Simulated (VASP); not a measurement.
A run of VASP 6.6.1 is set up as follows.

The input POSCAR:

```
InSb
1.0
    0.0000000000      3.2391000000      3.2391000000
    3.2391000000      0.0000000000      3.2391000000
    3.2391000000      3.2391000000      0.0000000000
In Sb
1 1
Direct
    0.0000000000      0.0000000000      0.0000000000
    0.2500000000      0.2500000000      0.2500000000
```

File INCAR.step1:

```
  ALGO = Normal
  EDIFF = 1E-6
  ENCUT = 520
  GGA = PE
  ISIF = 2
  ISMEAR = 0
  LASPH = T
  LCHARG = T
  LREAL = F
  LWAVE = F
  NELM = 80
  PREC = Accurate
  SIGMA = 0.02
```

File KPOINTS.step1:

```
k-points
0
Gamma
  8 8 8
```

File INCAR.step2:

```
  ALGO = Normal
  EDIFF = 1E-6
  ENCUT = 520
  GGA = PE
  ICHARG = 11
  ISIF = 2
  ISMEAR = 0
  LASPH = T
  LCHARG = F
  LREAL = F
  LWAVE = F
  NELM = 80
  PREC = Accurate
  SIGMA = 0.05
```

The input KPOINTS.step2:

```
path GXWKGLUWLK,UX
20
line-mode
reciprocal
 0.0000000000  0.0000000000  0.0000000000  G
 0.5000000000  0.0000000000  0.5000000000  X

 0.5000000000  0.0000000000  0.5000000000  X
 0.5000000000  0.2500000000  0.7500000000  W

 0.5000000000  0.2500000000  0.7500000000  W
 0.3750000000  0.3750000000  0.7500000000  K

 0.3750000000  0.3750000000  0.7500000000  K
 0.0000000000  0.0000000000  0.0000000000  G

 0.0000000000  0.0000000000  0.0000000000  G
 0.5000000000  0.5000000000  0.5000000000  L

 0.5000000000  0.5000000000  0.5000000000  L
 0.6250000000  0.2500000000  0.6250000000  U

 0.6250000000  0.2500000000  0.6250000000  U
 0.5000000000  0.2500000000  0.7500000000  W

 0.5000000000  0.2500000000  0.7500000000  W
 0.5000000000  0.5000000000  0.5000000000  L

 0.5000000000  0.5000000000  0.5000000000  L
 0.3750000000  0.3750000000  0.7500000000  K

 0.6250000000  0.2500000000  0.6250000000  U
 0.5000000000  0.0000000000  0.5000000000  X
```

Potentials or basis: VASP PAW PBE potentials, release 64 (In_d, Sb).

The run is started by

```sh
$ cat potpaw_PBE.64/In_d/POTCAR potpaw_PBE.64/Sb/POTCAR > POTCAR
$ cp INCAR.step1 INCAR
$ cp KPOINTS.step1 KPOINTS
$ mpirun -np 1 vasp_std > vasp.out
$ cp INCAR.step2 INCAR
$ cp KPOINTS.step2 KPOINTS
$ mpirun -np 1 vasp_std > vasp.out
```

(1) Predict the band gap along the path.

Results:

(1) none (metal or under the smearing width).

Caveat: the log is that of the step along the path at fixed density, whose energy, stress, charges and moments have no meaning; spin-orbit coupling is left out, which moves the levels of the heavy elements; this crystal is a semiconductor, whose small gap the functional closes, so the metal is an error of the method.

**Experimental background.**

“Electronic Structure and Epitaxy of CdTe Shells on InSb Nanowires”, 2021, arxiv:2111.05126 quotes, for a bulk crystal of InSb: band gap 0.24 eV.

Measured gap of InSb: 0.24 eV (quoted in “Electronic Structure and Epitaxy of CdTe Shells on InSb Nanowires”, 2021, arxiv:2111.05126). This calculation gives 0.00 eV (-0.24 eV). Spin-orbit coupling on In, Sb is left out. The value is that of PBE, without temperature or zero-point motion. Semilocal functionals fall short of measured gaps as a rule.
